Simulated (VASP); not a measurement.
# CoAl (relaxed from the rock salt structure, space group Fm-3m): computed properties

Computed with r2SCAN meta-GGA, VASP's PBE PAW potentials (set 64) (plane waves; VASP).

For CoAl, the space group is Fm-3m (225), the cell comes out as a = b = c = 4.7536 Å, α = β = γ = 90.00° and the volume per atom is 13.43 Å³/atom. The cell moment is 0.65 μB and the density comes out as 5.31 g/cm³.

```
AlCo
1.0
    0.00000     2.37680     2.37680
    2.37680     0.00000     2.37680
    2.37680     2.37680     0.00000
Co Al
1 1
Direct
  0.00000   0.00000   0.00000
  0.50000   0.50000   0.50000
```
Starting moments (μB, in the order of the record's atoms Co Al): 0.7 0.0.

The structure was generated: CoAl was put into the rock salt type (Fm-3m), which need not be its known phase. It was relaxed first, which changed the volume by -29 %. Symmetry was kept, so distortions that lower it aren't found.
